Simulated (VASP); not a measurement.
# AlN: exact exchange and RPA correlation, part 3 of 6

Wanted: where the RPA puts the energy minimum of AlN. The scan starts from a database cell scaled to its smallest volume. The cell is of the zinc-blende type, which need not be the form that is stable at ambient conditions. The start is a computed cell from a database.

VASP 6.6.1, plane waves and PAW; the level of theory is named at each step.

So far. Step 8 (Comparison: HSE06, volume ratio 0.92): Its energy is -8.6804 eV an atom, on a zero of its own. Step 9 (Orbitals, volume ratio 0.96): The run ends at a pressure of 4.22 GPa.

**10. Exact exchange, volume ratio 0.96**

This step: Hartree-Fock energy on LDA orbitals; plane waves and PAW (Al_GW, N_GW) (VASP 6.6.1).

Exact exchange at this point.

INCAR reads:

```
SYSTEM = AlN
PREC = Accurate
ENCUT = 470
ISMEAR = 0
SIGMA = 0.05
LREAL = .FALSE.
GGA = CA
NBANDS = 10
ALGO = Eigenval
NELM = 1
LHFCALC = .TRUE.
AEXX = 1
ALDAC = 0
AGGAC = 0
PRECFOCK = Normal
LWAVE = .FALSE.
LCHARG = .FALSE.
```

POSCAR reads:

```
AlN
1.0
    0.0000000000      2.1544765148      2.1544765148
    2.1544765148      0.0000000000      2.1544765148
    2.1544765148      2.1544765148      0.0000000000
Al N
1 1
Direct
    0.0000000000      0.0000000000      0.0000000000
    0.2500000000      0.2500000000      0.2500000000
```

KPOINTS reads:

```
Automatic mesh
0
Gamma
6 6 6
0 0 0
```

The projector-augmented-wave data sets are Al_GW and N_GW (LDA family, release 64).

The run starts from files that an earlier step left in the folder.

The run is started by

```sh
mpirun -np 4 vasp_std
```

Log:

```text
[banner, memory and clock lines left out]
running    4 mpi-ranks, on    1 nodes
[...]
LDA part: xc-table for (Slater(with rela. corr.)+CA(PZ))
 , standard interpolation
 [... a notice as in an earlier step ...]

 found WAVECAR, reading the header
  number of bands has changed, file:    10 present:    12
  trying to continue reading WAVECAR, but it might fail
 POSCAR, INCAR and KPOINTS ok, starting setup
[...]
reading WAVECAR
 random initialization beyond band           10
 the WAVECAR file was read successfully
 initial charge from wavefunction
 entering main loop
       N       E                     dE             d eps       ncg     rms          rms(c)
EIG:   1    -0.256247E+02   -0.25625E+02    0.00000E+00     0   0.000E+00
   1 F= -.25624699E+02 E0= -.25624699E+02  d E =-.254877E-22
```

It took 9.6 s on 4 MPI ranks of Intel Xeon 6975P-C (Granite Rapids), shared host; peak memory 0.44 GiB.

Parts of OUTCAR (step 10):

```text
 POSITION                                       TOTAL-FORCE (eV/Angst)
 -----------------------------------------------------------------------------------
      0.00000      0.00000      0.00000        -0.000000      0.000000      0.000000
      1.07724      1.07724      1.07724         0.000000     -0.000000      0.000000
 -----------------------------------------------------------------------------------
    total drift:                               -0.000000     -0.000000     -0.000000

  FREE ENERGIE OF THE ION-ELECTRON SYSTEM (eV)
  ---------------------------------------------------
  free  energy   TOTEN  =       -25.6246986829 eV

  energy  without entropy=      -25.6246986829  energy(sigma->0) =      -25.62469868

[... 2 parts as in an earlier step ...]

[... 1 further part left out ...]
[key lines of the parts left out:]
E-fermi :   5.5292
```

The Hartree-Fock energy on these orbitals is -12.8123 eV an atom.

**11. Empty bands, volume ratio 0.96**

This step: LDA; plane waves and PAW (Al_GW, N_GW) (VASP 6.6.1).

The empty bands are made again, for the run that follows.

INCAR reads:

```
SYSTEM = AlN
PREC = Accurate
ENCUT = 470
ISMEAR = 0
SIGMA = 0.05
LREAL = .FALSE.
GGA = CA
NBANDS = 472
ALGO = Exact
NELM = 1
LWAVE = .TRUE.
LCHARG = .FALSE.
LOPTICS = .TRUE.
NEDOS = 1000
CSHIFT = 0.1
```

POSCAR is that of step 10.

KPOINTS is that of step 10.

The run is started by

```sh
mpirun -np 4 vasp_std
```

Log:

```text
[banner, memory and clock lines left out]
running    4 mpi-ranks, on    1 nodes
[...]
LDA part: xc-table for (Slater(with rela. corr.)+CA(PZ))
 , standard interpolation
 found WAVECAR, reading the header
  number of bands has changed, file:    10 present:   472
  trying to continue reading WAVECAR, but it might fail
 POSCAR, INCAR and KPOINTS ok, starting setup
[...]
reading WAVECAR
 random initialization beyond band           10
 the WAVECAR file was read successfully
 initial charge from wavefunction
 entering main loop
       N       E                     dE             d eps       ncg     rms          rms(c)
DIA:   1    -0.163934E+02   -0.16393E+02    0.00000E+00     0   0.000E+00
   1 F= -.16393381E+02 E0= -.16393381E+02  d E =-.285348E-32
 writing wavefunctions
 optical routines
 imaginary and real dielectric function
 recalculating local potential from charge density
 direction            1
 direction            2
 direction            3
```

Wall time 3.4 s (4 MPI ranks); peak memory 0.53 GiB.

From OUTCAR (step 11):

```text
  Total        0.5281327      0.5281327      0.5281327      0.0000000     -0.0000000     -0.0000000
  in kB       42.3056451     42.3056451     42.3056451      0.0000000     -0.0000000     -0.0000000
  external PRESSURE =      42.3056451 kB  Pullay stress =       0.0000000 kB

 POSITION                                       TOTAL-FORCE (eV/Angst)
 -----------------------------------------------------------------------------------
      0.00000      0.00000      0.00000         0.000000     -0.000000     -0.000000
      1.07724      1.07724      1.07724        -0.000000      0.000000      0.000000
 -----------------------------------------------------------------------------------
    total drift:                               -0.000000     -0.000000     -0.000000

  FREE ENERGIE OF THE ION-ELECTRON SYSTEM (eV)
  ---------------------------------------------------
  free  energy   TOTEN  =       -16.3933809466 eV

  energy  without entropy=      -16.3933809466  energy(sigma->0) =      -16.39338095

[... 1 part as in an earlier step ...]

[... 2 further parts left out ...]
[key lines of the parts left out:]
E-fermi :   5.6063
```

WAVECAR now holds 472 bands for 8 electrons.

**12. RPA correlation, volume ratio 0.96**

This step: RPA correlation on LDA orbitals; plane waves and PAW (Al_GW, N_GW) (VASP 6.6.1).

RPA correlation at this point.

INCAR reads:

```
SYSTEM = AlN
PREC = Accurate
ENCUT = 470
ISMEAR = 0
SIGMA = 0.05
LREAL = .FALSE.
GGA = CA
NBANDS = 472
ALGO = ACFDT
ENCUTGW = 160
NOMEGA = 12
PRECFOCK = Fast
LWAVE = .FALSE.
LCHARG = .FALSE.
```

POSCAR is that of step 11.

KPOINTS is that of step 11.

The run is started by

```sh
mpirun -np 4 vasp_std
```

Log:

```text
[banner, memory and clock lines left out]
running    4 mpi-ranks, on    1 nodes
[...]
LDA part: xc-table for (Slater(with rela. corr.)+CA(PZ))
 , standard interpolation
 found WAVECAR, reading the header
 POSCAR, INCAR and KPOINTS ok, starting setup
[...]
reading WAVECAR
 the WAVECAR file was read successfully
 initial charge from wavefunction
 available memory per node:     97.86 GB, setting MAXMEM to    100203

 The Fermi energy was updated, please check that it is located mid-gap
 values below the HOMO (VB) or above the LUMO (CB) will cause erroneous energies
 E-fermi :   6.8162

 the WAVEDER file was read successfully
 set NWRITE>2 for more details about minimax calculation
 number of imaginary grid points requested:      12
 number of distinct grids requested:  1
 quadrature errors minimized for energies in [ 0.324E+01, 0.471E+03 ]
 bosonic grid (T=0, re) determined with error: 0.7101E-08
 bosonic grid (re): 0.7101E-08
       0.7206       2.3204       4.4437       7.6096      12.6485
[...]
NQ=  10    0.3333    0.3333    0.0000,
|.........|.........|.........|.........
 performed      48460000 updates of chi_q(r,r)
 total number of BLAS operations       3157.18 Gflops
NQ=  11    0.5000    0.3333    0.0000,
|.........|.........|.........|.........
 performed      53306000 updates of chi_q(r,r)
 total number of BLAS operations       3507.10 Gflops
NQ=  12   -0.3333    0.3333    0.0000,
|.........|.........|.........|.........
 performed      58152000 updates of chi_q(r,r)
 total number of BLAS operations       3828.16 Gflops
NQ=  13    0.5000    0.5000    0.0000,
|.........|.........|.........|.........
 performed      62998000 updates of chi_q(r,r)
 total number of BLAS operations       4156.33 Gflops
NQ=  14    0.5000    0.3333    0.1667,
|.........|.........|.........|.........
 performed      67844000 updates of chi_q(r,r)
 total number of BLAS operations       4477.40 Gflops
NQ=  15   -0.3333    0.3333    0.1667,
|.........|.........|.........|.........
 performed      72690000 updates of chi_q(r,r)
 total number of BLAS operations       4819.98 Gflops
NQ=  16   -0.3333    0.5000    0.1667,
|.........|.........|.........|.........
 performed      77536000 updates of chi_q(r,r)
 total number of BLAS operations       5148.15 Gflops
 entering main loop
```

It took 78 s on 4 MPI ranks; peak memory 1.4 GiB.

OUTCAR, selected parts (step 12):

```text
      cutoff energy     smooth cutoff   RPA   correlation   Hartree contr. to MP2
---------------------------------------------------------------------------------
            160.000           128.000      -11.0253320316      -17.6875713189
            152.381           121.905      -10.8957098897      -17.5218842967
            145.125           116.100      -10.7611414106      -17.3472265834
            138.214           110.571      -10.6187421024      -17.1596217537
            131.632           105.306      -10.4713807636      -16.9627085001
            125.364           100.291      -10.3183519200      -16.7550240445
            119.394            95.516      -10.1582160363      -16.5345562211
            113.709            90.967       -9.9944983146      -16.3054262830
  linear regression

[... 2 parts as in an earlier step ...]

[... 2 further parts left out ...]
[key lines of the parts left out:]
E-fermi :   6.8162
```

The correlation energy is -6.2754 eV an atom, -23 meV against the point before. With exact exchange the total is -19.0878 eV an atom.

**13. Comparison: r2SCAN, volume ratio 0.96**

This step: r2SCAN; plane waves and PAW (Al_GW, N_GW) (VASP 6.6.1).

The comparison at this point.

INCAR reads:

```
SYSTEM = AlN
PREC = Accurate
ENCUT = 470
EDIFF = 1E-06
NELM = 100
ISMEAR = 0
SIGMA = 0.05
LREAL = .FALSE.
ALGO = Normal
METAGGA = R2SCAN
LASPH = .TRUE.
NBANDS = 10
LWAVE = .FALSE.
LCHARG = .FALSE.
KPAR = 4
```

POSCAR is that of step 12.

KPOINTS is that of step 12.

The run is started by

```sh
mpirun -np 4 vasp_std
```

Log:

```text
[banner, memory and clock lines left out]
running    4 mpi-ranks, on    1 nodes
[...]
[... a notice as in an earlier step ...]

 LDA part: xc-table for (None), standard interpolation
 POSCAR, INCAR and KPOINTS ok, starting setup
[...]
entering main loop
       N       E                     dE             d eps       ncg     rms          rms(c)
DAV:   1    -0.216211E+02   -0.21621E+02   -0.46249E+03   320   0.692E+02
DAV:   2    -0.611344E+02   -0.39513E+02   -0.37685E+02   384   0.200E+02
DAV:   3    -0.626467E+02   -0.15123E+01   -0.15091E+01   406   0.333E+01
DAV:   4    -0.626568E+02   -0.10080E-01   -0.10079E-01   404   0.337E+00
[...]
DAV:   9    -0.579648E+02    0.30573E-03   -0.20390E-03   502   0.449E-01    0.576E-02
DAV:  10    -0.579649E+02   -0.86450E-04   -0.12986E-04   364   0.157E-01    0.453E-03
DAV:  11    -0.579649E+02    0.43644E-07   -0.41657E-06   404   0.168E-02
   1 F= -.57964901E+02 E0= -.57964901E+02  d E =-.293850E-15
```

Elapsed: 4.8 s, on 4 MPI ranks; peak memory 0.49 GiB; 17 s of CPU time.

Parts of OUTCAR (step 13):

```text
  Total        0.9696061      0.9696061      0.9696061      0.0000000      0.0000000     -0.0000000
  in kB       77.6695241     77.6695241     77.6695241      0.0000000      0.0000000     -0.0000000
  external PRESSURE =      77.6695241 kB  Pullay stress =       0.0000000 kB

 POSITION                                       TOTAL-FORCE (eV/Angst)
 -----------------------------------------------------------------------------------
      0.00000      0.00000      0.00000        -0.000000     -0.000000     -0.000000
      1.07724      1.07724      1.07724         0.000000      0.000000      0.000000
 -----------------------------------------------------------------------------------
    total drift:                               -0.000000     -0.000000     -0.000000

  FREE ENERGIE OF THE ION-ELECTRON SYSTEM (eV)
  ---------------------------------------------------
  free  energy   TOTEN  =       -57.9649014395 eV

  energy  without entropy=      -57.9649014395  energy(sigma->0) =      -57.96490144

[... 2 parts as in an earlier step ...]

[... 1 further part left out ...]
[key lines of the parts left out:]
E-fermi :   5.4608
```

Its energy is -28.9825 eV an atom, on a zero of its own.

**14. Orbitals for comparison: HSE06, volume ratio 0.96**

This step: LDA; plane waves and PAW (Al_GW, N_GW) (VASP 6.6.1).

Starting orbitals, as before.

INCAR reads:

```
SYSTEM = AlN
PREC = Accurate
ENCUT = 470
EDIFF = 1E-05
NELM = 100
ISMEAR = 0
SIGMA = 0.05
LREAL = .FALSE.
ALGO = Normal
GGA = CA
NBANDS = 10
LORBIT = 11
LWAVE = .TRUE.
LCHARG = .FALSE.
KPAR = 4
```

POSCAR is that of step 13.

KPOINTS is that of step 13.

The run is started by

```sh
mpirun -np 4 vasp_std
```

Log:

```text
[... set-up lines as in an earlier step ...]
 entering main loop
       N       E                     dE             d eps       ncg     rms          rms(c)
[... 9 cycles as in an earlier step ...]
DAV:  10    -0.163934E+02   -0.12109E-04   -0.12330E-04   458   0.119E-01    0.153E-02
DAV:  11    -0.163934E+02    0.23393E-05   -0.63250E-06   218   0.311E-02
   1 F= -.16393381E+02 E0= -.16393381E+02  d E =-.184086E-17
 writing wavefunctions
```

Elapsed: 1.6 s, on 4 MPI ranks; peak memory 0.45 GiB.

OUTCAR, selected parts (step 14):

```text
  Total        0.5268583      0.5268583      0.5268583      0.0000000      0.0000000      0.0000000
  in kB       42.2035621     42.2035621     42.2035621      0.0000000      0.0000000      0.0000000
  external PRESSURE =      42.2035621 kB  Pullay stress =       0.0000000 kB

  FREE ENERGIE OF THE ION-ELECTRON SYSTEM (eV)
  ---------------------------------------------------
  free  energy   TOTEN  =       -16.3933808685 eV

  energy  without entropy=      -16.3933808685  energy(sigma->0) =      -16.39338087

[... 3 parts as in an earlier step ...]

[... 1 further part left out ...]
[key lines of the parts left out:]
E-fermi :   5.4840
```

The run ends at a pressure of 4.22 GPa.

**15. Comparison: HSE06, volume ratio 0.96**

This step: HSE06; plane waves and PAW (Al_GW, N_GW) (VASP 6.6.1).

The comparison at this point.

INCAR reads:

```
SYSTEM = AlN
PREC = Accurate
ENCUT = 470
EDIFF = 1E-06
NELM = 100
ISMEAR = 0
SIGMA = 0.05
LREAL = .FALSE.
ALGO = Normal
LHFCALC = .TRUE.
AEXX = 0.25
GGA = PE
HFSCREEN = 0.2
LASPH = .TRUE.
NBANDS = 10
PRECFOCK = Fast
LWAVE = .FALSE.
LCHARG = .FALSE.
KPAR = 4
```

POSCAR is that of step 14.

KPOINTS is that of step 14.

The WAVECAR or CHGCAR of an earlier step is read.

The run is started by

```sh
mpirun -np 4 vasp_std
```

Log:

```text
[... set-up lines as in an earlier step ...]
 entering main loop
       N       E                     dE             d eps       ncg     rms          rms(c)
DAV:   1    -0.174338E+02   -0.17434E+02   -0.77071E-01   326   0.999E+00    0.547E-01
DAV:   2    -0.174329E+02    0.87125E-03   -0.94380E-03   460   0.112E+00    0.362E-01
DAV:   3    -0.174310E+02    0.18962E-02   -0.44947E-03   410   0.390E-01    0.238E-01
DAV:   4    -0.174307E+02    0.36285E-03   -0.41897E-04   368   0.151E-01    0.149E-01
[...]
DAV:   8    -0.174304E+02    0.58524E-05   -0.23605E-06   256   0.187E-02    0.151E-02
DAV:   9    -0.174304E+02    0.17377E-05   -0.89373E-07   186   0.112E-02    0.883E-03
DAV:  10    -0.174304E+02    0.70971E-06   -0.29923E-07   178   0.650E-03
   1 F= -.17430408E+02 E0= -.17430408E+02  d E =-.234579E-11
```

Wall time 29 s (4 MPI ranks); peak memory 0.85 GiB.

From OUTCAR (step 15):

```text
 POSITION                                       TOTAL-FORCE (eV/Angst)
 -----------------------------------------------------------------------------------
      0.00000      0.00000      0.00000         0.000000      0.000000      0.000000
      1.07724      1.07724      1.07724        -0.000000     -0.000000     -0.000000
 -----------------------------------------------------------------------------------
    total drift:                               -0.000001     -0.000001     -0.000001

  FREE ENERGIE OF THE ION-ELECTRON SYSTEM (eV)
  ---------------------------------------------------
  free  energy   TOTEN  =       -17.4304077671 eV

  energy  without entropy=      -17.4304077671  energy(sigma->0) =      -17.43040777

[... 2 parts as in an earlier step ...]

[... 1 further part left out ...]
[key lines of the parts left out:]
E-fermi :   4.7266
```

Its energy is -8.7152 eV an atom, on a zero of its own.

**16. Orbitals, volume ratio 0.99**

This step: LDA; plane waves and PAW (Al_GW, N_GW) (VASP 6.6.1).

The same chain follows at a volume ratio of 0.99.

INCAR reads:

```
SYSTEM = AlN
PREC = Accurate
ENCUT = 470
EDIFF = 1E-08
NELM = 100
ISMEAR = 0
SIGMA = 0.05
LREAL = .FALSE.
ALGO = Normal
GGA = CA
NBANDS = 10
LORBIT = 11
LWAVE = .TRUE.
LCHARG = .FALSE.
KPAR = 4
```

POSCAR reads:

```
AlN
1.0
    0.0000000000      2.1766891788      2.1766891788
    2.1766891788      0.0000000000      2.1766891788
    2.1766891788      2.1766891788      0.0000000000
Al N
1 1
Direct
    0.0000000000      0.0000000000      0.0000000000
    0.2500000000      0.2500000000      0.2500000000
```

KPOINTS is that of step 15.

The run is started by

```sh
mpirun -np 4 vasp_std
```

Log:

```text
[... set-up lines as in an earlier step ...]
 entering main loop
       N       E                     dE             d eps       ncg     rms          rms(c)
DAV:   1     0.166843E+02    0.16684E+02   -0.43508E+03   336   0.666E+02
DAV:   2    -0.177134E+02   -0.34398E+02   -0.33107E+02   412   0.184E+02
DAV:   3    -0.189011E+02   -0.11877E+01   -0.11860E+01   390   0.281E+01
DAV:   4    -0.189091E+02   -0.80164E-02   -0.80154E-02   424   0.291E+00
[...]
DAV:  10    -0.164013E+02   -0.17176E-04   -0.80427E-05   402   0.988E-02    0.139E-02
DAV:  11    -0.164013E+02    0.18525E-05   -0.44852E-06   386   0.262E-02    0.144E-03
DAV:  12    -0.164013E+02    0.54079E-08   -0.64197E-08   376   0.250E-03
   1 F= -.16401340E+02 E0= -.16401340E+02  d E =-.471807E-18
 writing wavefunctions
```

Elapsed: 1.6 s, on 4 MPI ranks; peak memory 0.46 GiB; 3.5 s of CPU time.

From OUTCAR (step 16):

```text
  Total       -0.3173793     -0.3173793     -0.3173793     -0.0000000      0.0000000     -0.0000000
  in kB      -24.6530085    -24.6530085    -24.6530085     -0.0000000      0.0000000     -0.0000000
  external PRESSURE =     -24.6530085 kB  Pullay stress =       0.0000000 kB

 POSITION                                       TOTAL-FORCE (eV/Angst)
 -----------------------------------------------------------------------------------
      0.00000      0.00000      0.00000         0.000000      0.000000      0.000000
      1.08834      1.08834      1.08834        -0.000000     -0.000000     -0.000000
 -----------------------------------------------------------------------------------
    total drift:                               -0.000000     -0.000000     -0.000000

  FREE ENERGIE OF THE ION-ELECTRON SYSTEM (eV)
  ---------------------------------------------------
  free  energy   TOTEN  =       -16.4013396729 eV

  energy  without entropy=      -16.4013396729  energy(sigma->0) =      -16.40133967

[... 1 part as in an earlier step ...]

[... 2 further parts left out ...]
[key lines of the parts left out:]
E-fermi :   5.2170
```

The run ends at a pressure of -2.47 GPa.

**17. Exact exchange, volume ratio 0.99**

This step: Hartree-Fock energy on LDA orbitals; plane waves and PAW (Al_GW, N_GW) (VASP 6.6.1).

Exact exchange at this point.

INCAR reads:

```
SYSTEM = AlN
PREC = Accurate
ENCUT = 470
ISMEAR = 0
SIGMA = 0.05
LREAL = .FALSE.
GGA = CA
NBANDS = 10
ALGO = Eigenval
NELM = 1
LHFCALC = .TRUE.
AEXX = 1
ALDAC = 0
AGGAC = 0
PRECFOCK = Normal
LWAVE = .FALSE.
LCHARG = .FALSE.
```

POSCAR is that of step 16.

KPOINTS is that of step 16.

The run starts from files that an earlier step left in the folder.

The run is started by

```sh
mpirun -np 4 vasp_std
```

Log:

```text
[... set-up lines as in an earlier step ...]
 entering main loop
       N       E                     dE             d eps       ncg     rms          rms(c)
EIG:   1    -0.256348E+02   -0.25635E+02    0.00000E+00     0   0.000E+00
   1 F= -.25634823E+02 E0= -.25634823E+02  d E =-.114044E-24
```

Run time: 12 s. Hardware: 4 MPI ranks; peak memory 0.42 GiB; 46 s of CPU time.

From OUTCAR (step 17):

```text
 POSITION                                       TOTAL-FORCE (eV/Angst)
 -----------------------------------------------------------------------------------
      0.00000      0.00000      0.00000        -0.000000     -0.000000     -0.000000
      1.08834      1.08834      1.08834         0.000000      0.000000      0.000000
 -----------------------------------------------------------------------------------
    total drift:                               -0.000001     -0.000001     -0.000000

  FREE ENERGIE OF THE ION-ELECTRON SYSTEM (eV)
  ---------------------------------------------------
  free  energy   TOTEN  =       -25.6348231739 eV

  energy  without entropy=      -25.6348231739  energy(sigma->0) =      -25.63482317

[... 2 parts as in an earlier step ...]

[... 1 further part left out ...]
[key lines of the parts left out:]
E-fermi :   5.2761
```

The Hartree-Fock energy on these orbitals is -12.8174 eV an atom.

[end of part 3 of 6]

[Long decimals in the printed logs are rounded to 6 places.]

[Lines on the potential files, build, host, timing and source positions are cut from VASP's logs without a mark.]

[Logs are printed without paths, hosts, clocks, repeated set-up lines and the standing remarks that a program may print on its own settings, such as how far it seeks lower states.]

[Hosts, paths, dates, database ids (printed as entryN), source tags and the programs' standing remarks are cut or masked in the printed files.]

[Measured values are set beside computed ones only where the two were judged alike; some that the calculation misses by far are left out.]

[Pressures printed for these runs are not shown converged in the cutoff: they can be off by several GPa and have the wrong sign.]
